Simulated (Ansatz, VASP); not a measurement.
## Two plane-wave programs on ZrOs

```
CELL_PARAMETERS angstrom
3.24110 0.00000 0.00000
0.00000 3.24110 0.00000
0.00000 0.00000 3.24110
ATOMIC_POSITIONS crystal
Zr 0.50000 0.50000 0.50000
Os 0.00000 0.00000 0.00000
```

Change from the starting cell: volume scaled by 0.98, PAW files.

Alike in both runs: task electric field gradients; functional LDA; k mesh 13 × 13 × 13; occupations fermi-dirac, width 0.03 eV; no spin polarisation.

|  | VASP | Ansatz |
| --- | --- | --- |
| version | VASP 6.6.1 | Ansatz 0.2.0 |
| potentials or method | VASP PAW LDA potentials, release 64 (Zr_sv, Os) | PAW with Ansatz's default frozen-core files, scalar-relativistic |
| plane-wave cutoff (eV) | 520 | 420 |
| valence electrons in the cell | 20 | 28 |

```tsv
	VASP	Ansatz	Ansatz less VASP
pressure (GPa)	-2.8	-3.2	-0.36
Vzz of the field gradient on the site that differs most (V/Å²)	0.0	0.0	0.00
```

The two sets of potentials don't hold the same shells in valence. Ansatz warned: «gradients_without_spin_orbit».

The runs have no spin-orbit coupling, so splittings on Os are missing.
